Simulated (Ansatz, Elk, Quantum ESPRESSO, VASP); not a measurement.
## CaBr₂ (P1, 6 atoms in the cell) computed with different codes at matched settings

Self-consistent single point.

```
CaBr2
1.0
    6.80812     0.00000     0.00000
    0.00000     6.80812     0.00000
    0.00000     0.00000     4.37987
Ca Br
2 4
Cartesian
  0.12387   0.05603   0.03039
  3.39915   3.34282   2.23737
  5.44270   1.34924   2.27012
  1.34974   5.49988   2.17773
  2.09618   2.01785  -0.10533
  4.60865   4.75448  -0.04048
```

Shared settings, as Ansatz (an electronic-structure program) writes them: kpoints.mp_grid.grid = 2 2 3; magnetization.spin_orbit = true; scf.occupations.method = fixed. Potentials and cutoffs stand in the table.

| code | model | pressure (GPa) | largest force (eV/Å) | gap on the mesh (eV) | cutoff |
|---|---|---|---|---|---|
| VASP | PBEsol, spin-orbit coupling, VASP's PBE PAW potentials (set 64) | -0.45 | 0.595 | 4.296 | 300 eV |
| Quantum ESPRESSO | PBEsol, spin-orbit coupling, PseudoDojo fully relativistic norm-conserving (PBESOL) pseudopotentials | -0.51 | 0.582 | 4.295 | 70 Ry |
| Elk | PBEsol, spin-orbit coupling in second variation, all-electron FP-LAPW, Elk's shipped species files, LAPW+lo basis | – | – | 4.289 | rgkmax 8 |
| Ansatz | PBEsol with spin-orbit coupling, PAW files made with PBE | -0.51 | 0.583 | 4.297 | 30.9 Ry |

Size of the force on each atom (eV/Å): Sizes of forces hide their directions.

| code | Ca1 | Ca2 | Br3 | Br4 | Br5 | Br6 |
|---|---|---|---|---|---|---|
| VASP | 0.595 | 0.589 | 0.288 | 0.144 | 0.387 | 0.350 |
| Quantum ESPRESSO | 0.582 | 0.577 | 0.289 | 0.134 | 0.380 | 0.335 |
| Ansatz | 0.583 | 0.577 | 0.288 | 0.134 | 0.380 | 0.336 |

A dash marks a value that a program does not give, or that is left out as unsure.

Gaps are read on the mesh.

The spread over the programs that give each value: pressure within 0.06 GPa; largest force within 0.013 eV/Å; gap on the mesh within 0.008 eV.

Elk treats all electrons, but the usual bases taken here (sphere radii, linearisation, local orbitals, empty states) were not tested for convergence, so the values are no reference for the others. Ansatz's pressure is given at a fixed set of plane waves, as the other plane-wave codes print theirs.

VASP's run is marked for a possible Pulay error in its stress at this cutoff; no cutoff test was made.

VASP ran the fixed occupations as a Gaussian smearing of 0.01 eV.

The starting cell comes from a database of computed structures (which also holds hypothetical and non-ambient phases and stackings), without a prior relaxation at this level. Its atoms were displaced at random from the sites of space group no. 136.

Left out of this page: SIESTA (not drawn, or without a comparable value).

Keys are those of Ansatz 0.2.
